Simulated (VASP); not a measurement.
These are PBE GGA, VASP's PBE PAW potentials (set 64) (plane waves; VASP) values and carry that method's errors.

VASP input:

### POSCAR
```
K
4.5264230
 -0.5773502631   0.5773502631   0.5773502631
  0.5773502631  -0.5773502631   0.5773502631
  0.5773502631   0.5773502631  -0.5773502631
K
1
Cartesian
  0.0000000000   0.0000000000   0.0000000000
```

**INCAR**
```
ALGO  =  Normal
EDIFF  =  1E-7
ENCUT  =  520
GGA  =  PE
ISIF  =  2
ISMEAR  =  1
LASPH  =  .TRUE.
LCHARG  =  .FALSE.
LREAL  =  .FALSE.
LWAVE  =  .FALSE.
NELM  =  100
PREC  =  Accurate
SIGMA  =  0.1
SYSTEM  =  K
```

**KPOINTS**
```
Automatic mesh
0
G
10 10 10
0 0 0
```

POTCAR, in this order: K_sv (PBE.64 set). Program: vasp_std.

Output of the run:

OSZICAR:
```
       N       E                     dE             d eps       ncg     rms          rms(c)
DAV:   1     0.472242630640E+02    0.47224E+02   -0.36548E+03   752   0.865E+02
DAV:   2     0.424190505035E+00   -0.46800E+02   -0.46651E+02   768   0.218E+02
DAV:   3    -0.993250113106E+00   -0.14174E+01   -0.14160E+01  1248   0.352E+01
DAV:   4    -0.104238959266E+01   -0.49139E-01   -0.49159E-01  1152   0.427E+00
DAV:   5    -0.104267316436E+01   -0.28357E-03   -0.28357E-03  1216   0.307E-01    0.207E+00
DAV:   6    -0.104272032499E+01   -0.47161E-04   -0.14950E-03  1256   0.295E-01    0.129E+00
DAV:   7    -0.104309993893E+01   -0.37961E-03   -0.30431E-03  1192   0.418E-01    0.555E-02
DAV:   8    -0.104315365597E+01   -0.53717E-04   -0.13584E-04  1184   0.158E-01    0.183E-02
DAV:   9    -0.104316886901E+01   -0.15213E-04   -0.13907E-05  1056   0.349E-02    0.713E-03
DAV:  10    -0.104316784253E+01    0.10265E-05   -0.28072E-06  1224   0.161E-02    0.157E-03
DAV:  11    -0.104316779782E+01    0.44709E-07   -0.42557E-08  1008   0.244E-03
   1 F= -.10431678E+01 E0= -.10428168E+01  d E =-.105291E-02
```

OUTCAR:
```
------------------------ aborting loop because EDIFF is reached ----------------------------------------
  FORCE on cell =-STRESS in cart. coord.  units (eV):
  Direction    XX          YY          ZZ          XY          YZ          ZX
  --------------------------------------------------------------------------------------
  Total        0.0518735      0.0518735      0.0518735     -0.0000000     -0.0000000      0.0000000
  in kB        1.1641590      1.1641590      1.1641590     -0.0000000     -0.0000000      0.0000000
  external PRESSURE =       1.1641590 kB  Pullay stress =       0.0000000 kB
  volume of cell :       71.39
      direct lattice vectors                 reciprocal lattice vectors
    -2.613331510  2.613331510  2.613331510     0.000000000  0.191326664  0.191326664
     2.613331510 -2.613331510  2.613331510     0.191326664  0.000000000  0.191326664
     2.613331510  2.613331510 -2.613331510     0.191326664  0.191326664  0.000000000
 POSITION                                       TOTAL-FORCE (eV/Angst)
 -----------------------------------------------------------------------------------
      0.00000      0.00000      0.00000         0.000000      0.000000     -0.000000
 -----------------------------------------------------------------------------------
    total drift:                               -0.000000     -0.000000      0.000000
  FREE ENERGIE OF THE ION-ELECTRON SYSTEM (eV)
  ---------------------------------------------------
  free  energy   TOTEN  =        -1.0431677978 eV

  energy  without entropy=       -1.0421148917  energy(sigma->0) =       -1.04281683
```
(Selected blocks of OUTCAR.)

The compound is K in the bcc structure. This cell is one point of a volume scan, at 0.97 of the reference volume.
